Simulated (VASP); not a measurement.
A convergence study with VASP on CdSe (zinc blende): one setting is varied, all else stays as given below, so the limit is that of these other settings.

```xyz
2
Lattice="0.0000 3.0250 3.0250 3.0250 0.0000 3.0250 3.0250 3.0250 0.0000" Properties=species:S:1:pos:R:3 pbc="T T T"
Cd     0.0000     0.0000     0.0000
Se     1.5125     1.5125     1.5125
```

Level of theory: LDA (Ceperley-Alder, Perdew-Zunger), VASP's LDA PAW potentials (set 64) (plane waves; VASP). The tightest run used: 550 eV cut-off, 13×13×13 Monkhorst-Pack mesh, Gaussian smearing of 0.050 eV, potentials Cd Se.

```
setting     E (eV/atom)  pressure (GPa)  irreducible k-points
----------  -----------  --------------  --------------------
1×1×1 mesh       2.4315           46.76                     1
2×2×2 mesh      -3.3559           -0.47                     2
3×3×3 mesh      -3.2622            0.15                     4
4×4×4 mesh      -3.3806           -0.73                    10
5×5×5 mesh      -3.3720           -0.67                    10
```

Question: These are the cheaper rows. Estimate the results at 13×13×13 mesh, and how far the last row shown lies from them.

Answer: 
```
quantity        tightest run  last row shown is off by
--------------  ------------  ------------------------
E (eV/atom)          -3.3808                    0.0088
pressure (GPa)         -0.73                      0.06
```

Left out are rungs that failed or repeat a setting and relaxations that didn't move; long series are thinned to 24 rows.

The compound is CdSe in the zinc blende structure, whereas wurtzite is the usual form. The cell was not relaxed at this level.
